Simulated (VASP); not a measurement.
A run of VASP 6.6.1 is set up as follows.

File INCAR:

```
  PREC = Accurate
  ENCUT = 520
  EDIFF = 1E-6
  ISMEAR = 0
  SIGMA = 0.1
  LREAL = F
  LASPH = T
  NELM = 100
  ALGO = Normal
  ISIF = 2
  LWAVE = F
  LCHARG = F
  GGA = PE
  NBANDS = 12
```

KPOINTS

```
regular mesh
0
Gamma
  6 6 4
```

POSCAR

```
AlSiB
1.0
    2.9895534206      0.0000000000      0.0000000000
    0.0000000000      2.9895534206      0.0000000000
    0.0000000000      0.0000000000      5.0875083319
Al Si B
1 1 1
Direct
    0.0000000000      0.0000000000      0.0000000000
    0.0000000000      0.0000000000      0.5000000000
    0.5000000000      0.5000000000      0.5000000000
```

Potentials or basis: VASP PAW PBE potentials, release 64 (Al, Si, B).

The run is started by

```sh
$ cat potpaw_PBE.64/Al/POTCAR potpaw_PBE.64/Si/POTCAR potpaw_PBE.64/B/POTCAR > POTCAR
$ mpirun -np 1 vasp_std > vasp.out
```

Predict the band gap on the k mesh.

none (metal or under the smearing width).

Estimate the pressure.

0.0 GPa.
